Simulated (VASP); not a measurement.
Input for VASP

POSCAR:
```
Pd
1.0
  0.0000000000   1.9450000000   1.9450000000
  1.9450000000   0.0000000000   1.9450000000
  1.9450000000   1.9450000000   0.0000000000
Pd
1
direct
  0.0000000000   0.0000000000   0.0000000000
```

INCAR:
```
SYSTEM = Pd
PREC = Accurate
ENCUT = 520
EDIFF = 1E-6
NELM = 100
ALGO = Normal
LREAL = .FALSE.
LASPH = .TRUE.
ISMEAR = 1
SIGMA = 0.1
GGA = 91
LMAXMIX = 4
LWAVE = .FALSE.
LCHARG = .FALSE.
IBRION = 2
ISIF = 3
NSW = 60
EDIFFG = -0.01
```

**KPOINTS**
```
Regular mesh
0
G
14 14 14
```

POTCAR, in this order: Pd (PBE.64 set). Program: vasp_std.

Q: Write an equivalent input for Quantum ESPRESSO's pw.x.

A: One equivalent input (not run):
```
&CONTROL
  calculation = 'vc-relax'
  pseudo_dir = './pseudo'
  outdir = './out'
  tprnfor = .true.
  tstress = .true.
  nstep = 60
  forc_conv_thr = 0.00039
/
&SYSTEM
  ibrav = 0
  nat = 1
  ntyp = 1
  ecutwfc = 82
  occupations = 'smearing'
  smearing = 'methfessel-paxton'
  degauss = 0.00735
  input_dft = 'pw91'
/
&ELECTRONS
  conv_thr = 7.3e-08
  electron_maxstep = 100
/
&IONS
/
&CELL
/
ATOMIC_SPECIES
  Pd 106.420 Pd.upf
CELL_PARAMETERS angstrom
     0.0000000    1.9450000    1.9450000
     1.9450000    0.0000000    1.9450000
     1.9450000    1.9450000    0.0000000
ATOMIC_POSITIONS crystal
  Pd   0.0000000  0.0000000  0.0000000
K_POINTS automatic
  14 14 14 0 0 0
```
What does not carry over: the potentials are each code's own (VASP's PAW set, PseudoDojo norm-conserving files in pw.x), so ENCUT and ecutwfc are chosen apart and not converted; conv_thr bounds pw.x's estimated SCF error, while EDIFF bounds the energy change between steps; forc_conv_thr acts on force components and is met together with etot_conv_thr.

The compound is Pd in the fcc structure. This run relaxes it. Symmetry was kept, so distortions that lower it aren't found.
